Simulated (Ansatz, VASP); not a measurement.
# Cross-check of TiW7 (random alloy of the bcc W-Ti line, x = 0.125) between VASP and Ansatz

Aim: how closely do two programs agree when they are given the same cell, functional and k mesh? The cell is taken from a series of runs on this material, whose earlier steps may have relaxed, scaled, displaced or heated it; both programs get it as it stands.

Program: Ansatz 0.2.0. Level of theory: plane waves, with VASP 6.6.1 beside it; PBE. Results are calculated unless marked as measured.

## 1. The starting structure

The cell holds 64 atoms: 56 W and 8 Ti. Cell: a = 12.773 Å, b = 12.773 Å, c = 6.386 Å, α = 90.0°, β = 90.0°, γ = 90.0°. It derives from W (bcc W-Ti), repeated 4×4×2. Bcc W-Ti: 64 atoms, 8 of 64 W sites given to Ti at random, cell and internal coordinates interpolated linearly between the end members (Vegard's rule); (so at first; earlier steps may have moved the atoms), displaced by a Gaussian of 0.02 A. Lattice constants are starting values near those of PBE.

## 2. VASP: single point, PBE

With cell and atoms fixed, the geometry can't cause a difference; cores, projectors, grids and the points listed under the comparison can.

Lines of VASP's logs that name or quote its potential files are left out, and so is its time.

Contents of INCAR:

```
SYSTEM = TiW7
PREC = Accurate
ENCUT = 520
EDIFF = 1E-06
NELM = 120
ISMEAR = -1
SIGMA = 0.1
LREAL = Auto
ALGO = Normal
GGA = PE
NBANDS = 264
LASPH = .TRUE.
LORBIT = 11
LWAVE = .FALSE.
LCHARG = .FALSE.
ISIF = 2
GGA_COMPAT = .FALSE.
KPAR = 8
```

Contents of POSCAR:

```
TiW7
1.0
   12.7725000000      0.0000000000      0.0000000000
    0.0000000000     12.7725000000      0.0000000000
    0.0000000000      0.0000000000      6.3862500000
W Ti
56 8
Direct
    0.0025400000      0.9990400000      0.9983500000
    0.1233200000      0.1263600000      0.2427900000
    0.0027300000      0.9988100000      0.5010000000
    0.9995000000      0.2494000000      0.0035500000
    0.0000700000      0.2509100000      0.4965500000
    0.1267900000      0.3764100000      0.7515700000
    0.0014100000      0.4989300000      0.9996200000
    0.1235300000      0.6245800000      0.2516600000
    0.9989200000      0.4993800000      0.4978500000
    0.1236800000      0.6239500000      0.7499600000
    0.1261600000      0.8747000000      0.2472200000
    0.9988300000      0.7526500000      0.5001600000
    0.1240000000      0.8753000000      0.7565800000
    0.2501900000      0.0009700000      0.0009400000
    0.3744500000      0.1232100000      0.2489100000
    0.2496700000      0.0009200000      0.5026300000
    0.3764600000      0.1254500000      0.7527700000
    0.2488200000      0.2519600000      0.0016100000
    0.3745300000      0.3757600000      0.2497600000
    0.3728100000      0.3727400000      0.7484200000
    0.3718300000      0.6245200000      0.2525900000
    0.2503600000      0.5011900000      0.4993000000
    0.3746900000      0.6252900000      0.7512800000
    0.2503100000      0.7501900000      0.9979000000
    0.3740000000      0.8756600000      0.7502400000
    0.4994600000      0.0000700000      0.9980600000
    0.5006300000      0.0009300000      0.4965700000
    0.6252700000      0.1261600000      0.7470100000
    0.4995800000      0.2500500000      0.9957000000
    0.6254900000      0.3763200000      0.2473100000
    0.5005500000      0.2479500000      0.4998800000
    0.6224700000      0.3767600000      0.7512800000
    0.4999600000      0.4987900000      0.0039900000
    0.6280800000      0.6220900000      0.2538700000
    0.5025500000      0.5005300000      0.4962400000
    0.6263500000      0.6247200000      0.7481100000
    0.4980700000      0.7508600000      0.0024800000
    0.6240200000      0.8758200000      0.2464200000
    0.5012600000      0.7500700000      0.4994200000
    0.6248400000      0.8763600000      0.7523500000
    0.7508300000      0.0002200000      0.0002400000
    0.8759700000      0.1253600000      0.2521400000
    0.7495100000      0.9961900000      0.5032500000
    0.8784200000      0.1256900000      0.7496900000
    0.7497900000      0.2498100000      0.0000500000
    0.8732400000      0.3741900000      0.2468800000
    0.7503900000      0.2495400000      0.5015500000
    0.8747300000      0.3765400000      0.7506700000
    0.7534300000      0.4970300000      0.9979700000
    0.8764100000      0.6289600000      0.2492200000
    0.7500700000      0.4996500000      0.5041700000
    0.8745500000      0.6260600000      0.7490000000
    0.7480100000      0.7504900000      0.0015800000
    0.8770300000      0.8748300000      0.2480700000
    0.7508800000      0.7503800000      0.5008800000
    0.8748900000      0.8768200000      0.7511600000
    0.1246100000      0.1272900000      0.7435500000
    0.1232800000      0.3747300000      0.2472500000
    0.9982500000      0.7503700000      0.0052000000
    0.2517700000      0.2523800000      0.5068400000
    0.2502500000      0.5013700000      0.0009900000
    0.3755900000      0.8751900000      0.2535400000
    0.2518800000      0.7502900000      0.4988200000
    0.6260900000      0.1243000000      0.2538300000
```

Contents of KPOINTS:

```
Automatic mesh
0
Gamma
2 2 3
0 0 0
```

The projector-augmented-wave data sets are W and Ti_sv (PBE family, release 64).

Run with:

```bash
> mpirun -np 8 vasp_std
```

Numbers of over 12 decimals in the logs are rounded to 6 here.

Output:

```text
[banner, memory and clock lines left out]
running    8 mpi-ranks, on    1 nodes
[...]
|                                                                             |
|           W    W    AA    RRRRR   N    N  II  N    N   GGGG   !!!           |
|           W    W   A  A   R    R  NN   N  II  NN   N  G    G  !!!           |
|           W    W  A    A  R    R  N N  N  II  N N  N  G       !!!           |
|           W WW W  AAAAAA  RRRRR   N  N N  II  N  N N  G  GGG   !            |
|           WW  WW  A    A  R   R   N   NN  II  N   NN  G    G                |
|           W    W  A    A  R    R  N    N  II  N    N   GGGG   !!!           |
|                                                                             |
|     For optimal performance we recommend to set                             |
|       NCORE = 2 up to number-of-cores-per-socket                            |
|     NCORE specifies how many cores store one orbital (NPAR=cpu/NCORE).      |
|     This setting can greatly improve the performance of VASP for DFT.       |
|     The default, NCORE=1 might be grossly inefficient on modern             |
|     multi-core architectures or massively parallel machines. Do your        |
|     Unfortunately you need to use the default for GW and RPA                |
|     calculations (for HF NCORE is supported but not extensively tested      |
|     yet).                                                                   |
|                                                                             |

 LDA part: xc-table for (Slater+PW92), standard interpolation
 POSCAR, INCAR and KPOINTS ok, starting setup
[...]
entering main loop
       N       E                     dE             d eps       ncg     rms          rms(c)
DAV:   1     0.328229647177E+04    0.32823E+04   -0.19117E+05  4304   0.159E+03
DAV:   2    -0.199800055025E+03   -0.34821E+04   -0.33484E+04  4224   0.455E+02
DAV:   3    -0.775205264994E+03   -0.57541E+03   -0.54393E+03  6488   0.141E+02
DAV:   4    -0.839008942646E+03   -0.63804E+02   -0.62021E+02  6552   0.454E+01
[...]
DAV:  23    -0.795472898417E+03    0.13205E-04   -0.40207E-05  6160   0.191E-02    0.140E-02
DAV:  24    -0.795472892563E+03    0.58544E-05   -0.19619E-05  6072   0.103E-02    0.744E-03
DAV:  25    -0.795472892042E+03    0.52116E-06   -0.19082E-06  3224   0.378E-03
   1 F= -.79547289E+03 E0= -.79500203E+03  d E =-.941718E+00
```

Parts of OUTCAR (step 2):

```text
  Total      -41.4406313    -40.9753163    -40.2980473     -0.1171244     -0.4019979     -0.1934269
  in kB      -63.7293086    -63.0137258    -61.9721904     -0.1801194     -0.6182109     -0.2974608
  external PRESSURE =     -62.9050749 kB  Pullay stress =       0.0000000 kB

 POSITION                                       TOTAL-FORCE (eV/Angst)
 -----------------------------------------------------------------------------------
      0.03244     12.76024      6.37571        -0.418709     -0.117317      0.220007
      1.57510      1.61393      1.55052         0.416266     -0.094962      0.555320
      0.03487     12.75730      3.19951        -0.549243      0.094034     -0.236059
     12.76611      3.18546      0.02267        -0.187359      0.122594     -0.586331
      0.00089      3.20475      3.17109        -0.126312     -0.013464      0.402471
      1.61943      4.80770      4.79971        -0.689441     -0.396974     -0.144648
      0.01801      6.37258      6.38382        -0.071874      0.849050     -0.144328
      1.57779      7.97745      1.60716         0.026781     -0.180105      0.005098
     12.75871      6.37833      3.17939         0.049099      0.478622      0.149991
      1.57970      7.96940      4.78943         0.017721      0.272412     -0.055902
      1.61138     11.17211      1.57881         0.159396      0.391839      0.403904
     12.75756      9.61322      3.19415         0.627079     -0.593144      0.192243
      1.58379     11.17977      4.83171         0.359701      0.385430     -0.683397
      3.19555      0.01239      0.00600        -0.112813     -0.060346     -0.092553
[...]
-----------------------------------------------------------------------------------
    total drift:                                0.017156     -0.049626     -0.002938

  FREE ENERGIE OF THE ION-ELECTRON SYSTEM (eV)
  ---------------------------------------------------
  free  energy   TOTEN  =      -795.4728920416 eV

  energy  without entropy=     -794.5311736785  energy(sigma->0) =     -795.00203286

[... 1 further part left out ...]
```

The run ends at a pressure of -6.29 GPa, with forces up to 1.2 eV/Å.

(Continued in part 2 of 2.)

[Lines on the potential files, build, host, timing and source positions are cut from VASP's logs without a mark.]

[Logs are printed without paths, hosts, clocks, repeated set-up lines and the standing remarks that a program may print on its own settings, such as how far it seeks lower states.]

[Hosts, paths, dates, database ids (printed as entryN), source tags and the programs' standing remarks are cut or masked in the printed files.]
